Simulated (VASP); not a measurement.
# LuAl3N4 (P3m1) in VASP: notebook

One crystal, LuAl3N4, is run at these levels: PBE, r2SCAN; tasks: relaxation of cell and atoms, single point.

All numbers are computed with VASP 6.6.1; they aren't measurements. Logs are shortened: lines on timing, memory, paths and dates and some standing lists are left out, and cuts for length are marked.

## (1) The structure

The structure is trigonal, space group P3m1 (No. 156). The conventional cell has a = 3.201 Å, b = 3.201 Å, c = 10.505 Å, α = 90.00°, β = 90.00°, γ = 120.00°. Lu (site symmetry 3m) has 3 N at 2.12 Å as nearest neighbours. Al (site symmetry 3m) is surrounded by 4 N at 1.87 to 1.98 Å. Al (site symmetry 3m) has 4 N at 1.87 to 1.95 Å as nearest neighbours. Al (site symmetry 3m) is surrounded by 4 N at 1.88 to 1.95 Å. N (site symmetry 3m) is surrounded by 4 Al at 1.87 to 1.95 Å. Around N (site symmetry 3m) lie 1 Al at 1.87 Å and 3 Lu at 2.12 Å. N (site symmetry 3m) has 4 Al at 1.88 to 1.95 Å as nearest neighbours. N (site symmetry 3m) is surrounded by 3 Al at 1.98 Å.

The cell was built by a generator and needn't be a form met in nature.

## (2) Relaxation of cell and atoms, PBE

The input, INCAR:

```
PREC = Accurate
ENCUT = 520
EDIFF = 1E-6
ISMEAR = 0
SIGMA = 0.03
LREAL = F
LASPH = T
NELM = 120
ALGO = Normal
ISIF = 3
LWAVE = F
LCHARG = F
GGA = PE
IBRION = 2
NSW = 90
EDIFFG = -0.01
KPAR = 4
```

The input, KPOINTS:

```
regular mesh
0
Gamma
  10 10 4
```

The input, POSCAR:

```
LuAl3N4
1.0
    3.2010612300      0.0000000000      0.0000000000
   -1.6005306100      2.7722003400      0.0000000000
    0.0000000000      0.0000000000     10.5050000000
Lu Al N
1 3 4
Direct
    0.0000000000      0.0000000000      0.9020466400
    0.3333333300      0.6666666700      0.6544502600
    0.3333333300      0.6666666700      0.1780104700
    0.6666666700      0.3333333300      0.4165635400
    0.3333333300      0.6666666700      0.4763446000
    0.3333333300      0.6666666700      0.0001903900
    0.6666666700      0.3333333300      0.2376963400
    0.6666666700      0.3333333300      0.7211803900
```

Potentials or basis: VASP PAW PBE potentials, release 64 (Lu, Al, N).

Started as:

```console
$ cat potpaw_PBE.64/Lu/POTCAR potpaw_PBE.64/Al/POTCAR potpaw_PBE.64/N/POTCAR > POTCAR
$ mpirun -np 4 vasp_std > vasp.out
```

OUTCAR:

```text
PREC = Accurate
   ENCUT = 520
   EDIFF = 1E-6
   ISMEAR = 0
   LREAL = F
   LASPH = T
   NELM = 120
   ISIF = 3
   GGA = PE
   IBRION = 2
   NSW = 90
   EDIFFG = -0.01

 ion  position               nearest neighbor table
   1  0.000  0.000  0.902-   6 2.12   6 2.12   6 2.12   8 2.65   8 2.65   8 2.65   2 3.19   2 3.19
                             2 3.19   3 3.44   3 3.44   3 3.44
   2  0.333  0.667  0.654-   5 1.87   8 1.98   8 1.98   8 1.98   4 3.11   4 3.11   4 3.11   1 3.19
                             1 3.19   1 3.19
   3  0.333  0.667  0.178-   6 1.87   7 1.95   7 1.95   7 1.95   4 3.11   4 3.11   4 3.11   1 3.44
                             1 3.44   1 3.44
   4  0.667  0.333  0.417-   7 1.88   5 1.95   5 1.95   5 1.95   2 3.11   2 3.11   2 3.11   3 3.11
                             3 3.11   3 3.11
   5  0.333  0.667  0.476-   2 1.87   4 1.95   4 1.95   4 1.95
   6  0.333  0.667  0.000-   3 1.87   1 2.12   1 2.12   1 2.12
   7  0.667  0.333  0.238-   4 1.88   3 1.95   3 1.95   3 1.95
   8  0.667  0.333  0.721-   2 1.98   2 1.98   2 1.98   1 2.65   1 2.65   1 2.65

  LATTYP: Found a hexagonal cell.
 ALAT       =     3.2010612300
 C/A-ratio  =     3.2817241675

  Lattice vectors:

 A1 = (   3.2010612300,   0.0000000000,   0.0000000000)
 A2 = (  -1.6005306100,   2.7722003400,   0.0000000000)
 A3 = (   0.0000000000,   0.0000000000,  10.5050000000)

Analysis of symmetry for initial positions (statically):
=====================================================================
 Subroutine PRICEL returns:
 Original cell was already a primitive cell.

 Routine SETGRP: Setting up the symmetry group for a
 hexagonal supercell.

 Subroutine GETGRP returns: Found  6 space group operations
 (whereof  6 operations were pure point group operations)
 out of a pool of 24 trial point group operations.

The static configuration has the point symmetry C_3v.

Analysis of symmetry for dynamics (positions and initial velocities):
=====================================================================
 Subroutine PRICEL returns:
 Original cell was already a primitive cell.

 Routine SETGRP: Setting up the symmetry group for a
 hexagonal supercell.

 Subroutine GETGRP returns: Found  6 space group operations
 (whereof  6 operations were pure point group operations)
 out of a pool of 24 trial point group operations.

The dynamic configuration has the point symmetry C_3v.

 Subroutine INISYM returns: Found  6 space group operations
 (whereof  6 operations are pure point group operations),
 and found     1 'primitive' translations

----------------------------------------------------------------------------------------

                                     Primitive cell

  volume of cell :      93.2212

  direct lattice vectors                    reciprocal lattice vectors
     3.201061230  0.000000000  0.000000000     0.312396399  0.180362145  0.000000000
    -1.600530610  2.772200340  0.000000000     0.000000000  0.360724290  0.000000000
     0.000000000  0.000000000 10.505000000     0.000000000  0.000000000  0.095192765

  length of vectors
     3.201061230  3.201061224 10.505000000     0.360724290  0.360724290  0.095192765

  position of ions in fractional coordinates (direct lattice)
     0.000000000  0.000000000  0.902046640
     0.333333330  0.666666670  0.654450260
     0.333333330  0.666666670  0.178010470
     0.666666670  0.333333330  0.416563540
     0.333333330  0.666666670  0.476344600
     0.333333330  0.666666670  0.000190390
     0.666666670  0.333333330  0.237696340
     0.666666670  0.333333330  0.721180390

  ion indices of the primitive-cell ions
   primitive index   ion index
                 1           1
                 2           2
                 3           3
                 4           4
                 5           5
                 6           6
                 7           7
                 8           8

----------------------------------------------------------------------------------------

 KPOINTS: regular mesh

Automatic generation of k-mesh.
 Grid dimensions read from file:
 generate k-points for:   10   10    4

 Generating k-lattice:

  Cartesian coordinates                     Fractional coordinates (reciprocal lattice)
     0.031239640  0.018036214  0.000000000     0.100000000 -0.000000000  0.000000000
     0.000000000  0.036072429  0.000000000     0.000000000  0.100000000  0.000000000
     0.000000000  0.000000000  0.023798191     0.000000000  0.000000000  0.250000000

  Length of vectors
     0.036072429  0.036072429  0.023798191

  Shift w.r.t. Gamma in fractional coordinates (k-lattice)
     0.000000000  0.000000000  0.000000000

 Subroutine IBZKPT returns following result:
 ===========================================

 Found     50 irreducible k-points:

 Following reciprocal coordinates:
            Coordinates               Weight
  0.000000  0.000000  0.000000      1.000000
  0.100000  0.000000  0.000000      6.000000
  0.200000  0.000000  0.000000      6.000000
  0.300000  0.000000  0.000000      6.000000
  0.400000 -0.000000  0.000000      6.000000
  0.500000 -0.000000  0.000000      3.000000
[... 16 lines left out ...]
  0.000000  0.400000  0.250000      6.000000
  0.500000 -0.000000  0.250000      6.000000
 [... further k-points ...]
   k-points           NKPTS =     50   k-points in BZ     NKDIM =     50   number of bands    NBANDS=     32
   number of dos      NEDOS =    301   number of ions     NIONS =      8
   total plane-waves  NPLWV =  46080
   dimension x,y,z NGX =    24 NGY =   24 NGZ =   80
   dimension x,y,z NGXF=    48 NGYF=   48 NGZF=  160
   ions per type =               1   3   4
   NGX,Y,Z   is equivalent  to a cutoff of  12.46, 12.46, 12.66 a.u.
   NGXF,Y,Z  is equivalent  to a cutoff of  24.93, 24.93, 25.32 a.u.
 SYSTEM =  unknown system
   PREC   = accura    normal or accurate (medium, high low for compatibility)
   ISTART =      0    job   : 0-new  1-cont  2-samecut
   ICHARG =      2    charge: 1-file 2-atom 10-const
   ISPIN  =      1    spin polarized calculation?
   LNONCOLLINEAR =      F non collinear calculations
   LSORBIT =      F    spin-orbit coupling
   LASPH  =      T    aspherical Exc in radial PAW
   ENCUT  =  520.0 eV  38.22 Ry    6.18 a.u.   5.95  5.95 19.53*2*pi/ulx,y,z
   NELM   =    120;   NELMIN=  2; NELMDL= -5     # of ELM steps
   EDIFF  = 0.1E-05   stopping-criterion for ELM
   LREAL  =      F    real-space projection
   EDIFFG = -.1E-01   stopping-criterion for IOM
   NSW    =     90    number of steps for IOM
   IBRION =      2    ionic relax: 0-MD 1-quasi-New 2-CG
   NFREE  =      1    steps in history (QN), initial steepest desc. (CG)
   ISIF   =      3    stress and relaxation
   ISYM   =      2    0-nonsym 1-usesym 2-fastsym
   POTIM  = 0.5000    time-step for ionic-motion
   TEBEG  =    0.0;   TEEND  =   0.0 temperature during run
   PSTRESS=    0.0 pullay stress
   NELECT =      54.0000    total number of electrons
   NUPDOWN=      -1.0000    fix difference up-down
   EMIN   =  10.00;   EMAX   =-10.00  energy-range for DOS
   EFERMI =   0.00;   METHOD = LEGACY
   ISMEAR =     0;   SIGMA  =   0.03  broadening in eV -4-tet -1-fermi 0-gaus
   EFERMI_NEDOS =   21; number of points for ismear=-14 and -15
   IALGO  =     38    algorithm
   IMIX   =      4    mixing-type and parameters
     AMIX     =   0.40;   BMIX     =  1.00
     AMIX_MAG =   1.60;   BMIX_MAG =  1.00
  volume/ion in A,a.u.               =      11.65        78.64
  Fermi-wavevector in a.u.,A,eV,Ry     =   1.364692  2.578893 25.339263  1.862383
  Thomas-Fermi vector in A             =   2.490985
   LORBIT       =      0    0 simple, 1 ext, 2 COOP (PROOUT), +10 PAW based schemes
   GGA     = PE    functional components
   LHFCALC =     F    Hartree Fock is set to
   AEXX    =    0.0000 exact exchange contribution
   IVDW    =     0    specifies the selected vdW correction
   LEPSILON=     F    determine dielectric tensor
   LRPA    =     F    only Hartree local field effects (RPA)
 conjugate gradient relaxation of ions
 non-spin polarized calculation
 Gauss-broadening in eV      SIGMA  =   0.03
  energy-cutoff  :      520.00
  volume of cell :       93.22
 maximum number of plane-waves:      2538
   NGX = 11   NGY = 11   NGZ = 39

--------------------------------------- Ionic step        1  -------------------------------------------

 number of electron      54.0000022 magnetization

 Free energy of the ion-electron system (eV)
  ---------------------------------------------------
  ext. energy  EPLUGINS =         0.00000000
  ---------------------------------------------------
  free energy    TOTEN  =       -59.72269775 eV

  energy without entropy =      -59.72269775  energy(sigma->0) =      -59.72269775

------------------------ aborting loop because EDIFF is reached ----------------------------------------

  FORCE on cell =-STRESS in cart. coord.  units (eV):
  Direction    XX          YY          ZZ          XY          YZ          ZX
  --------------------------------------------------------------------------------------
  -------------------------------------------------------------------------------------
  Total        0.2687576      0.2687576      0.1182434      0.0000000      0.0000000     -0.0000000
  in kB        4.6190922      4.6190922      2.0322297      0.0000000      0.0000000     -0.0000000
  external PRESSURE =       3.7568047 kB  Pullay stress =       0.0000000 kB
[... 321 lines left out ...]
  energy  without entropy=      -59.7232267618  energy(sigma->0) =      -59.72322676

--------------------------------------- Ionic step        9  -------------------------------------------

 number of electron      54.0000022 magnetization

 Free energy of the ion-electron system (eV)
  ---------------------------------------------------
  ext. energy  EPLUGINS =         0.00000000
  ---------------------------------------------------
  free energy    TOTEN  =       -59.72324262 eV

  energy without entropy =      -59.72324262  energy(sigma->0) =      -59.72324262

 E-fermi :   5.2384     XC(G=0): -11.1541

 val. band max:        5.0114321062   @ k =   0.5000  -0.0000   0.5000
 cond. band min:       7.8364583370   @ k =   0.5000  -0.0000   0.5000
 fundamental gap:      2.8250262309
 Fermi energy:         5.2384193576

 k-point     1 :       0.0000    0.0000    0.0000
  band No.  band energies     occupation
      1     -48.5184      2.00000
      2     -19.5480      2.00000
      3     -18.9395      2.00000
      4     -18.9395      2.00000
      5     -10.1436      2.00000
      6      -9.2526      2.00000
[... 829 lines left out ...]
     31      11.0468      0.00000
     32      11.7033      0.00000

 [... further k-points ...]
[... 5 lines left out ...]
  --------------------------------------------------------------------------------------
  -------------------------------------------------------------------------------------
  Total       -0.0265087     -0.0265087      0.0030494     -0.0000000     -0.0000000     -0.0000000
  in kB       -0.4545374     -0.4545374      0.0522876     -0.0000000     -0.0000000     -0.0000000
  external PRESSURE =      -0.2855957 kB  Pullay stress =       0.0000000 kB
[... 23 lines left out ...]
  FREE ENERGIE OF THE ION-ELECTRON SYSTEM (eV)
  ---------------------------------------------------
  free  energy   TOTEN  =       -59.7232426182 eV

  energy  without entropy=      -59.7232426182  energy(sigma->0) =      -59.72324262

 reached required accuracy - stopping structural energy minimisation
```

Wall time 87 s (4 MPI ranks of Intel Xeon 6975P-C (Granite Rapids), shared host); peak memory 0.31 GiB.

What came out:

```yaml
Free_energy: -59.7232 eV
Relaxed_volume: 11.68 Å³/atom
Relaxed_cell: a = 3.205 Å, b = 3.205 Å, c = 10.507 Å, α = 90.00°, β = 90.00°, γ = 120.00°
Space_group_after_relaxing_to_0.05_Å: P3m1 (No. 156)
Energy_gained_by_relaxing: 0.1 meV/atom
Ionic_steps: 9
Pressure_after_relaxing: 0.0 GPa
Largest_force_after_relaxing: 0.009 eV/Å
Band_gap_on_the_k_mesh: 2.83 eV, direct
```

Forces on the atoms (eV/Å):
```
Lu   0.000  0.000  0.009
Al   0.000  0.000 -0.002
Al   0.000  0.000 -0.005
Al   0.000  0.000 -0.004
N    0.000  0.000  0.005
N    0.000  0.000 -0.002
N    0.000  0.000  0.004
N    0.000  0.000 -0.006
```

The path:
| step | energy change (eV) | largest force (eV/Å) | pressure (GPa) | volume (Å³) |
| --- | --- | --- | --- | --- |
| 1 | 0.0000 | 0.0667 | 0.38 | 93.22 |
| 2 | -0.0001 | 0.0726 | -0.31 | 93.59 |
| 3 | -0.0004 | 0.0313 | -0.04 | 93.41 |
| 4 | -0.0004 | 0.0291 | -0.02 | 93.41 |
| 5 | -0.0005 | 0.0206 | 0.02 | 93.42 |
| 6 | -0.0005 | 0.0285 | -0.02 | 93.43 |
| 7 | -0.0005 | 0.0132 | -0.01 | 93.42 |
| 8 | -0.0005 | 0.0134 | 0.03 | 93.42 |
| 9 | -0.0005 | 0.0092 | -0.03 | 93.44 |

Final structure:
```xyz
8
Lattice="3.2045 0.0000 0.0000 -1.6023 2.7752 0.0000 0.0000 0.0000 10.5070" Properties=species:S:1:pos:R:3 pbc="T T T"
Lu   -1.6023    2.7752    9.4792
Al    0.0000    1.8501    6.8742
Al    0.0000    1.8501    1.8730
Al    1.6023    0.9251    4.3769
N     0.0000    1.8501    5.0005
N     0.0000    1.8501    0.0047
N     1.6023    0.9251    2.5002
N     1.6023    0.9251    7.5744
```

Caveat: spin-orbit coupling is left out, which moves the levels of the heavy elements. Expect the measured gap to be larger: semilocal functionals such as PBE lack the derivative discontinuity.

(Part 1 of 2 ends here.)
